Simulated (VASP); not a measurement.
Level of theory: PBEsol GGA, VASP's PBE PAW potentials (set 64) (plane waves; VASP).

VASP input:

### INCAR
```
LWAVE = F
LCHARG = F
GGA = PS   ! PBEsol
LREAL = F   ! projection in real space or not
ALGO = Normal
ISMEAR = -1   ! Fermi-Dirac
SIGMA = 0.1
ENCUT = 400
LMAXMIX = 6
NELM = 100   ! most electronic steps
EDIFF = 1E-6   ! SCF stop (eV)
PREC = Accurate
LASPH = T   ! aspherical one-centre terms
ISIF = 2
SYSTEM = TaN
```

### KPOINTS
```
Automatic
0
G
9 9 8
```

File POSCAR:
```
TaN
1
    2.8811410000     0.0000000000     0.0000000000
   -1.4405710000     2.4951420000     0.0000000000
    0.0000000000     0.0000000000     2.8323760000
Ta N
1 1
Direct
  0.0000000000   0.0000000000   0.5000000000
  0.6666670000   0.3333330000   0.0000000000
```

POTCAR, in this order: Ta_pv N (PBE.64 set). Program: vasp_std.

Output

OUTCAR:
```
 ion  position               nearest neighbor table
   1  0.000  0.000  0.500-   2 2.18   2 2.18   2 2.18   2 2.18   2 2.18   2 2.18
   2  0.667  0.333  0.000-   1 2.18   1 2.18   1 2.18   1 2.18   1 2.18   1 2.18
  LATTYP: Found a hexagonal cell.
 ALAT       =     2.8811410000
 C/A-ratio  =     0.9830744139
 Subroutine PRICEL returns:
 Original cell was already a primitive cell.
 Subroutine GETGRP returns: Found 12 space group operations
The static configuration has the point symmetry D_3h.
The dynamic configuration has the point symmetry D_3h.
 Subroutine INISYM returns: Found 12 space group operations
 Subroutine IBZKPT returns following result:
 Found     60 irreducible k-points:

 Following reciprocal coordinates:
            Coordinates               Weight
  0.000000  0.000000  0.000000      1.000000
  0.111111  0.000000  0.000000      6.000000
  0.222222  0.000000  0.000000      6.000000
  0.333333 -0.000000  0.000000      6.000000
  0.444444  0.000000  0.000000      6.000000
  0.111111  0.111111  0.000000      6.000000
  0.222222  0.111111  0.000000     12.000000
  0.333333  0.111111  0.000000     12.000000
  0.444444  0.111111  0.000000      6.000000
  0.222222  0.222222  0.000000      6.000000
  0.333333  0.222222  0.000000     12.000000
  0.333333  0.333333  0.000000      2.000000
  0.000000  0.000000  0.125000      2.000000
  0.111111  0.000000  0.125000     12.000000
  0.222222  0.000000  0.125000     12.000000
  0.333333 -0.000000  0.125000     12.000000
  0.444444  0.000000  0.125000     12.000000
  0.111111  0.111111  0.125000     12.000000
  0.222222  0.111111  0.125000     24.000000
  0.333333  0.111111  0.125000     24.000000
  0.444444  0.111111  0.125000     12.000000
  0.222222  0.222222  0.125000     12.000000
  0.333333  0.222222  0.125000     24.000000
...
```

OSZICAR:
```
       N       E                     dE             d eps       ncg     rms          rms(c)
DAV:   1     0.772709896844E+02    0.77271E+02   -0.81417E+03  1440   0.116E+03
DAV:   2    -0.231691800869E+02   -0.10044E+03   -0.95849E+02  1668   0.305E+02
DAV:   3    -0.260098920650E+02   -0.28407E+01   -0.28179E+01  1792   0.508E+01
DAV:   4    -0.260332460111E+02   -0.23354E-01   -0.23336E-01  1604   0.466E+00
DAV:   5    -0.260334588510E+02   -0.21284E-03   -0.21282E-03  1716   0.383E-01    0.269E+01
DAV:   6    -0.238788092581E+02    0.21546E+01   -0.71423E+00  1664   0.273E+01    0.120E+01
DAV:   7    -0.237901317196E+02    0.88678E-01   -0.34249E-01  1592   0.578E+00    0.765E+00
DAV:   8    -0.237613513888E+02    0.28780E-01   -0.98693E-02  1604   0.315E+00    0.998E-01
DAV:   9    -0.237584345903E+02    0.29168E-02   -0.10727E-02  1612   0.876E-01    0.268E-01
DAV:  10    -0.237583084835E+02    0.12611E-03   -0.69063E-04  1704   0.328E-01    0.465E-02
DAV:  11    -0.237582929843E+02    0.15499E-04   -0.46323E-05  1636   0.771E-02    0.139E-02
DAV:  12    -0.237582926833E+02    0.30099E-06   -0.19257E-06  1372   0.156E-02
   1 F= -.23758293E+02 E0= -.23756785E+02  d E =-.301533E-02
```

File OUTCAR:
```
------------------------ aborting loop because EDIFF is reached ----------------------------------------
  FORCE on cell =-STRESS in cart. coord.  units (eV):
  Direction    XX          YY          ZZ          XY          YZ          ZX
  --------------------------------------------------------------------------------------
  Total        1.7961969      1.7961979      2.0109396     -0.0000004      0.0000000      0.0000000
  in kB      141.3363362    141.3364157    158.2336806     -0.0000283      0.0000000      0.0000000
  external PRESSURE =     146.9688108 kB  Pullay stress =       0.0000000 kB
  volume of cell :       20.36
      direct lattice vectors                 reciprocal lattice vectors
     2.881141000  0.000000000  0.000000000     0.347084714  0.200389466  0.000000000
    -1.440571000  2.495142000  0.000000000     0.000000000  0.400778793  0.000000000
     0.000000000  0.000000000  2.832376000     0.000000000  0.000000000  0.353060469
 POSITION                                       TOTAL-FORCE (eV/Angst)
 -----------------------------------------------------------------------------------
      0.00000      0.00000      1.41619        -0.000000      0.000000      0.000000
      1.44057      0.83171      0.00000         0.000000     -0.000000      0.000000
 -----------------------------------------------------------------------------------
    total drift:                               -0.000894      0.000530      0.000000
  FREE ENERGIE OF THE ION-ELECTRON SYSTEM (eV)
  ---------------------------------------------------
  free  energy   TOTEN  =       -23.7582926833 eV

  energy  without entropy=      -23.7552773521  energy(sigma->0) =      -23.75678502
```
(Selected blocks of OUTCAR.)

File OUTCAR:
```
 val. band max:        8.7346747822   @ k =   0.0000   0.0000   0.3750

 cond. band min:       8.8559973466   @ k =   0.3333   0.3333   0.0000


 Fermi energy:         8.7618153237

 k-point     1 :       0.0000    0.0000    0.0000
  band No.  band energies     occupation
      1     -25.9176      2.00000
      2     -25.6130      2.00000
      3     -25.6130      2.00000
      4      -9.4830      2.00000
      5       3.8902      2.00000
      6       3.8902      2.00000
      7       4.1946      2.00000
      8       5.7063      2.00000
      9      11.3567      0.00000
     10      12.5585      0.00000
     11      12.5585      0.00000
     12      13.0109      0.00000

 k-point     2 :       0.1111    0.0000    0.0000
  band No.  band energies     occupation
      1     -25.8966      2.00000
      2     -25.7766      2.00000
      3     -25.6473      2.00000
      4      -9.1989      2.00000
      5       3.1586      2.00000
      6       4.1011      2.00000
      7       4.5722      2.00000
      8       5.3206      2.00000
      9      11.9793      0.00000
     10      12.3127      0.00000
     11      12.6031      0.00000
     12      12.8671      0.00000

 k-point     3 :       0.2222    0.0000    0.0000
  band No.  band energies     occupation
      1     -26.1718      2.00000
      2     -25.8432      2.00000
      3     -25.7331      2.00000
      4      -8.4726      2.00000
      5       1.8583      2.00000
      6       4.4853      2.00000
      7       4.6142      2.00000
      8       5.2653      2.00000
      9      11.1019      0.00000
     10      12.5228      0.00000
     11      12.8762      0.00000
     12      13.9476      0.00000

 k-point     4 :       0.3333   -0.0000    0.0000
  band No.  band energies     occupation
      1     -26.5926      2.00000
      2     -25.8289      2.00000
      3     -25.7817      2.00000
      4      -7.6131      2.00000
      5       0.7549      2.00000
      6       3.7013      2.00000
...
```

At this cut-off the stress carries a Pulay error, which pulls relaxed volumes low. Unless said otherwise, spin-orbit coupling is left out, though it shifts the bands of the heavy elements here.

The structure comes from a computed database's TaN entry (P-6m2); how it stands against other phases isn't given here. The cell was not relaxed at this level, and its volume differs by -5.9 % from the start's.
